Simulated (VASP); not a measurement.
Runs of VASP 6.6.1 on NaF. Symmetry: Fm-3m, No. 225, cubic system. The conventional cell has a = 4.640 Å, b = 4.640 Å, c = 4.640 Å, α = 90.00°, β = 90.00°, γ = 90.00°. Na (site symmetry m-3m) has 6 F at 2.32 Å as nearest neighbours. F (site symmetry m-3m) is surrounded by 6 Na at 2.32 Å. 

```csv
task,level,potentials or basis,cell,k mesh,cutoff (eV),mesh quality,gap on the mesh (eV),pressure (GPa),relaxed volume (Å³/atom)
relaxation of cell and atoms,PBEsol,"VASP PAW PBE potentials, release 64 (Na_pv, F)",relaxed,8 × 8 × 8,600,not flagged,6.19,0.0,12.36
relaxation of cell and atoms,PBEsol,"VASP PAW PBE potentials, release 64 (Na_pv, F)",relaxed,4 × 4 × 4,600,coarse,6.19,0.0,12.37
relaxation of cell and atoms,PBEsol,"VASP PAW PBE potentials, release 64 (Na, F)",relaxed,8 × 8 × 8,580,not flagged,6.46,-0.1,(c)
relaxation of cell and atoms,RPBE,"VASP PAW PBE potentials, release 64 (Na_pv, F)",relaxed,8 × 8 × 8,600,not flagged,6.04,0.0,(a)
single point,PBEsol,"VASP PAW PBE potentials, release 64 (Na_pv, F)",as given,8 × 8 × 8,520,not flagged,6.14,(b),-
relaxation of cell and atoms,LDA,"VASP PAW LDA potentials, release 64 (Na_pv, F)",relaxed,8 × 8 × 8,600,not flagged,6.47,0.0,11.36
relaxation of cell and atoms,PBEsol,"VASP PAW PBE potentials, release 64 (Na_pv, F_s)",relaxed,8 × 8 × 8,480,not flagged,6.19,0.0,12.37
```

Alike in all rows: no spin polarisation; smearing gaussian 0.02 eV.

Question: Fill in the values left out.

Answer: (a) 13.92; (b) -0.4; (c) 11.75.

Caveats: some runs use coarse meshes; the PAW data sets were made with another functional, which shifts forces and pressure a little (some runs); the volume moved by +11 % from the deposited cell, more than functionals usually miss (some runs).

A k mesh can miss the band edges.

The runs don't all hold the same shells in valence.

Runs at the PBE level aren't shown here.
